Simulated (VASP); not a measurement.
```yaml
crystal:
  lattice:
    - [0.00000, 3.01442, 3.01442]
    - [3.01442, 0.00000, 3.01442]
    - [3.01442, 3.01442, 0.00000]
  atoms:
    - { symbol: Te, position: [0.00000, 0.00000, 0.00000] }
    - { symbol: W, position: [0.50000, 0.50000, 0.50000] }
```

The base run (VASP): PBE GGA, plane waves, VASP's PBE PAW potentials (set 64). Run with 400 eV cut-off, 7×7×7 Γ-centred mesh, Gaussian smearing of 0.050 eV, potentials Te W_sv.

One setting is varied; ΔE counts from the base run. The base run took about 6 core-seconds. Times come from single runs on busy shared machines, so they are rough: good to a factor of about 2.

Pressures at a finite cut-off, here 400 eV, hold a Pulay part, which this task's highest cut-off puts under 0.2 GPa.

```csv
setting,cost over the base run,electronic steps,ΔE (meV/atom),pressure (GPa)
KPOINTS 5×5×5 Monkhorst-Pack mesh,within a factor of 2,13,15.1,-15.99
base run,reference,13,0.0,-15.63
KPOINTS 7×7×7 Monkhorst-Pack mesh,within a factor of 2,13,0.0,-15.63
KPOINTS 6×6×6 Monkhorst-Pack mesh,within a factor of 2,13,-8.1,-15.84
KPOINTS 8×8×8 Monkhorst-Pack mesh,about 2 times,13,-12.5,-15.98
```

Left out are runs that failed, have no time on record or changed the cell.

The structure was generated: TeW was put into the rocksalt type (Fm-3m), which need not be its known phase. The cell was not relaxed at this level.
